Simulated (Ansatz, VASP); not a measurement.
**CuF: VASP beside Ansatz**

File INCAR:

```
PREC = Accurate ; ENCUT = 520
EDIFF = 1E-6 ; ISMEAR = -1
SIGMA = 0.02 ; LREAL = False
LASPH = True ; NELM = 100
ALGO = Normal ; ISIF = 2
LWAVE = False ; LCHARG = False
GGA = PE ; NBANDS = 26
```

KPOINTS

```
regular mesh
0
Gamma
  12 12 6
```

Contents of POSCAR:

```
CuF
1.0
    3.5086571515      0.0000000000      0.0000000000
   -1.7543285757      3.0385862264      0.0000000000
    0.0000000000      0.0000000000      5.0825198637
Cu F
2 2
Direct
    0.3333333333      0.6666666667      0.2500000000
    0.6666666667      0.3333333333      0.7500000000
    0.6666666667      0.3333333333      0.2500000000
    0.3333333333      0.6666666667      0.7500000000
```

Input for Ansatz:

```yaml
crystal:
  lattice:
    - [3.5086571515, 0.0, 0.0]
    - [-1.7543285757, 3.0385862264, 0.0]
    - [0.0, 0.0, 5.0825198637]
  atoms:
    - { symbol: Cu, position: [0.3333333333, 0.6666666667, 0.25] }
    - { symbol: Cu, position: [0.6666666667, 0.3333333333, 0.75] }
    - { symbol: F, position: [0.6666666667, 0.3333333333, 0.25] }
    - { symbol: F, position: [0.3333333333, 0.6666666667, 0.75] }
kpoints:
  mp_grid: { grid: [12, 12, 6] }
  band_path:
    path:
      - [[0.0, 0.0, 0.0], [0.5, 0.0, 0.0], [0.333333333333, 0.333333333333, 0.0], [0.0, 0.0, 0.0], [0.0, 0.0, 0.5], [0.5, 0.0, 0.5], [0.333333333333, 0.333333333333, 0.5], [0.0, 0.0, 0.5]]
      - [[0.5, 0.0, 0.5], [0.5, 0.0, 0.0]]
      - [[0.333333333333, 0.333333333333, 0.5], [0.333333333333, 0.333333333333, 0.0]]
    npoints: 10
hamiltonian:
  xc: pbe
scf:
  occupations: { method: fermi_dirac, width: 0.02 }
  n_extra_bands: 5
output:
  forces: true
  stress: true
  eigenvalues: true
```

The cell was built by a generator and needn't be a form met in nature.

Alike in both runs: task single point; functional PBE; k mesh 12 × 12 × 6; occupations fermi-dirac, width 0.02 eV; no spin polarisation.

|  | VASP | Ansatz |
| --- | --- | --- |
| version | VASP 6.6.1 | Ansatz 0.2.0 |
| potentials or method | VASP PAW PBE potentials, release 64 (Cu, F) | plane waves, PAW |
| plane-wave cutoff (eV) | 520 | 420 |
| valence electrons in the cell | 36 | 52 |

|  | VASP | Ansatz | Ansatz less VASP |
| --- | --- | --- | --- |
| pressure (GPa) | 4.7 | 4.4 | -0.25 |
| largest component of the traceless stress (GPa) | 0.84 | 0.46 | -0.382 |

The two sets of potentials don't hold the same shells in valence.

Caveats: the run has no spin polarisation, though such a crystal can be magnetic; semilocal functionals often make such compounds metallic where correlation or magnetic order opens a gap, which also shifts bond lengths.
